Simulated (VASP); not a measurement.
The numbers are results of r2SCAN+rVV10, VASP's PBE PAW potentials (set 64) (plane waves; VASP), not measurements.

A VASP calculation is set up with these files.

**POSCAR**
```
ZnS
1.0
  0.0000000000   2.7050000000   2.7050000000
  2.7050000000   0.0000000000   2.7050000000
  2.7050000000   2.7050000000   0.0000000000
Zn S
1 1
Cart
  0.0000000000   0.0000000000   0.0000000000
  1.3525000000   1.3525000000   1.3525000000
```

File KPOINTS:
```
Automatic
0
Gamma
8 8 8
```

### INCAR
```
SYSTEM = ZnS
PREC = Accurate
ENCUT = 520
EDIFF = 1E-6
NELM = 100
ALGO = Normal
LREAL = .FALSE.
LASPH = .TRUE.
ISMEAR = 0
SIGMA = 0.05
METAGGA = R2SCAN
LUSE_VDW = .TRUE.
BPARAM = 11.95
CPARAM = 0.0093
LMIXTAU = .TRUE.
LMAXMIX = 4
LWAVE = .FALSE.
LCHARG = .FALSE.
IBRION = 2
ISIF = 3
NSW = 60
EDIFFG = -0.01
```

POTCAR, in this order: Zn S (PBE.64 set). Program: vasp_std.

The resulting files:

File OSZICAR:
```
       N       E                     dE             d eps       ncg     rms          rms(c)
DAV:   1     0.760660298157E+02    0.76066E+02   -0.96401E+03   754   0.172E+03
DAV:   2    -0.152142139967E+02   -0.91280E+02   -0.87319E+02   809   0.288E+02
DAV:   3    -0.213606684049E+02   -0.61465E+01   -0.61210E+01   949   0.764E+01
DAV:   4    -0.214317393570E+02   -0.71071E-01   -0.71052E-01   829   0.866E+00
DAV:   5    -0.214327278500E+02   -0.98849E-03   -0.98847E-03   944   0.101E+00    0.729E+00
DAV:   6    -0.183458445482E+02    0.30869E+01   -0.20908E+00   849   0.491E+01    0.665E+00
DAV:   7    -0.182776952952E+02    0.68149E-01   -0.64999E-01   774   0.163E+01    0.349E+00
DAV:   8    -0.183327809176E+02   -0.55086E-01   -0.12989E-01   764   0.506E+00    0.149E+00
DAV:   9    -0.183217645722E+02    0.11016E-01   -0.13025E-01   754   0.413E+00    0.369E-01
DAV:  10    -0.183394989540E+02   -0.17734E-01   -0.46836E-02   754   0.242E+00    0.150E-01
DAV:  11    -0.183546524032E+02   -0.15153E-01   -0.54219E-03   774   0.924E-01    0.592E-02
DAV:  12    -0.183430878838E+02    0.11565E-01   -0.41933E-03   754   0.863E-01    0.941E-02
DAV:  13    -0.183548030757E+02   -0.11715E-01   -0.25572E-03   754   0.618E-01    0.196E-02
DAV:  14    -0.183549330769E+02   -0.13000E-03   -0.76514E-05   894   0.102E-01    0.986E-03
DAV:  15    -0.183549341641E+02   -0.10872E-05   -0.34125E-06   814   0.208E-02    0.682E-03
DAV:  16    -0.183549357996E+02   -0.16355E-05   -0.45234E-07   507   0.188E-02    0.457E-03
DAV:  17    -0.183549383036E+02   -0.25040E-05   -0.12099E-06   517   0.247E-02    0.318E-03
DAV:  18    -0.183549381912E+02    0.11241E-06   -0.26536E-07   417   0.103E-02
   1 F= -.18354938E+02 E0= -.18354938E+02  d E =-.183549E+02
       N       E                     dE             d eps       ncg     rms          rms(c)
DAV:   1    -0.185246664557E+02   -0.16973E+00   -0.20926E+00   894   0.344E+01    0.299E+00
DAV:   2    -0.183760824647E+02    0.14858E+00   -0.53329E-01   899   0.267E+01    0.118E+00
DAV:   3    -0.183624255937E+02    0.13657E-01   -0.16310E-02   764   0.204E+00    0.565E-01
DAV:   4    -0.183589104279E+02    0.35152E-02   -0.16232E-02   824   0.169E+00    0.287E-01
DAV:   5    -0.183597843612E+02   -0.87393E-03   -0.13577E-03   769   0.428E-01    0.269E-01
DAV:   6    -0.183594953483E+02    0.28901E-03   -0.85983E-04  1048   0.307E-01    0.874E-02
DAV:   7    -0.183593987301E+02    0.96618E-04   -0.28569E-04   754   0.228E-01    0.516E-02
DAV:   8    -0.183594232333E+02   -0.24503E-04   -0.16147E-04   754   0.160E-01    0.226E-02
DAV:   9    -0.183594750025E+02   -0.51769E-04   -0.27921E-05   754   0.631E-02    0.915E-03
DAV:  10    -0.183594716824E+02    0.33201E-05   -0.34564E-06   779   0.242E-02    0.658E-03
DAV:  11    -0.183594741013E+02   -0.24189E-05   -0.61710E-07   532   0.109E-02    0.399E-03
DAV:  12    -0.183594743949E+02   -0.29364E-06   -0.10544E-07   392   0.484E-03
   2 F= -.18359474E+02 E0= -.18359474E+02  d E =-.453620E-02
       N       E                     dE             d eps       ncg     rms          rms(c)
DAV:   1    -0.183687664354E+02   -0.92923E-02   -0.11381E-01   884   0.837E+00    0.678E-01
DAV:   2    -0.183607511169E+02    0.80153E-02   -0.24874E-02   899   0.502E+00    0.274E-01
DAV:   3    -0.183600521483E+02    0.69897E-03   -0.74059E-04   764   0.296E-01    0.131E-01
DAV:   4    -0.183598639543E+02    0.18819E-03   -0.85616E-04   794   0.336E-01    0.607E-02
DAV:   5    -0.183599493610E+02   -0.85407E-04   -0.96546E-05   769   0.117E-01    0.533E-02
DAV:   6    -0.183599561231E+02   -0.67621E-05   -0.10566E-04  1012   0.106E-01    0.237E-02
DAV:   7    -0.183599635508E+02   -0.74277E-05   -0.26599E-05   759   0.671E-02    0.101E-02
DAV:   8    -0.183599628701E+02    0.68072E-06   -0.66790E-06   754   0.369E-02
   3 F= -.18359963E+02 E0= -.18359963E+02  d E =-.502468E-02
```

OUTCAR:
```
------------------------ aborting loop because EDIFF is reached ----------------------------------------
  FORCE on cell =-STRESS in cart. coord.  units (eV):
  Direction    XX          YY          ZZ          XY          YZ          ZX
  --------------------------------------------------------------------------------------
  Total        0.0069313      0.0069313      0.0069313      0.0000000     -0.0000000      0.0000000
  in kB        0.2870949      0.2870949      0.2870949      0.0000000     -0.0000000      0.0000000
  external PRESSURE =       0.2870949 kB  Pullay stress =       0.0000000 kB
  volume of cell :       38.68
      direct lattice vectors                 reciprocal lattice vectors
     0.000000000  2.684254555  2.684254555    -0.186271454  0.186271454  0.186271454
     2.684254555  0.000000000  2.684254555     0.186271454 -0.186271454  0.186271454
     2.684254555  2.684254555  0.000000000     0.186271454  0.186271454 -0.186271454
  FREE ENERGIE OF THE ION-ELECTRON SYSTEM (eV)
  ---------------------------------------------------
  free  energy   TOTEN  =       -18.3599628701 eV

  energy  without entropy=      -18.3599628701  energy(sigma->0) =      -18.35996287

 reached required accuracy - stopping structural energy minimisation
```
(Selected blocks of OUTCAR.)

**CONTCAR**
```
ZnS
   1.00000000000000
     0.0000000000000000    2.6842545546317371    2.6842545546317371
     2.6842545546317371    0.0000000000000000    2.6842545546317371
     2.6842545546317371    2.6842545546317371    0.0000000000000000
  Zn              S
     1     1
Direct
     0.0000000000000000    0.0000000000000000    0.0000000000000000
     0.2500000000000000    0.2500000000000000    0.2500000000000000
```

Energy and stress use the plane-wave basis of the starting cell.

The compound is ZnS in the zinc blende structure. This run relaxes it. Symmetry was kept, so distortions that lower it aren't found.
